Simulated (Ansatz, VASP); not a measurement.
# NbRu3 in VASP and in Ansatz

Contents of INCAR:

```
SYSTEM = NbRu3
  ALGO = Normal
  EDIFF = 1E-6
  ENCUT = 520
  ISIF = 2
  ISMEAR = -1
  LASPH = .True.
  LCHARG = .False.
  LREAL = .False.
  LWAVE = .False.
  NBANDS = 36
  NELM = 100
  PREC = Accurate
  SIGMA = 0.15
```

The input KPOINTS:

```
k-points
0
Gamma
  6 6 6
  0 0 0
```

Contents of POSCAR:

```
NbRu3
1.0
    3.8800000000      0.0000000000      0.0000000000
    0.0000000000      3.8800000000      0.0000000000
    0.0000000000      0.0000000000      3.8800000000
Nb Ru
1 3
Direct
    0.0000000000      0.0000000000      0.0000000000
    0.0000000000      0.5000000000      0.5000000000
    0.5000000000      0.0000000000      0.5000000000
    0.5000000000      0.5000000000      0.0000000000
```

Input for Ansatz:

```yaml
crystal:
  lattice:
    - [3.88, 0.0, 0.0]
    - [0.0, 3.88, 0.0]
    - [0.0, 0.0, 3.88]
  atoms:
    - { symbol: Nb, position: [0.0, 0.0, 0.0] }
    - { symbol: Ru, position: [0.0, 0.5, 0.5] }
    - { symbol: Ru, position: [0.5, 0.0, 0.5] }
    - { symbol: Ru, position: [0.5, 0.5, 0.0] }
kpoints:
  mp_grid:
    grid: [6, 6, 6]
hamiltonian:
  xc: lda
scf:
  occupations:
    method: fermi_dirac
    width: 0.15
output:
  forces: true
  stress: true
  eigenvalues: true
```

Alike in both runs: task single point; functional LDA; k mesh 6 × 6 × 6; occupations fermi-dirac, width 0.15 eV; no spin polarisation.

```csv
,VASP,Ansatz
version,VASP 6.6.1,Ansatz 0.2.0
potentials or method,"VASP PAW LDA potentials, release 64 (Nb_sv, Ru_pv)","plane waves, PAW"
plane-wave cutoff (eV),520,420
valence electrons in the cell,55,61
```

|  | VASP | Ansatz | Ansatz less VASP |
| --- | --- | --- | --- |
| gap on the k mesh at the Fermi level (eV) | none | none | - |
| pressure (GPa) | -10.4 | -10.9 | -0.47 |

A gap of «none» marks a metal or a gap that the smearing closes. The two sets of potentials don't hold the same shells in valence.
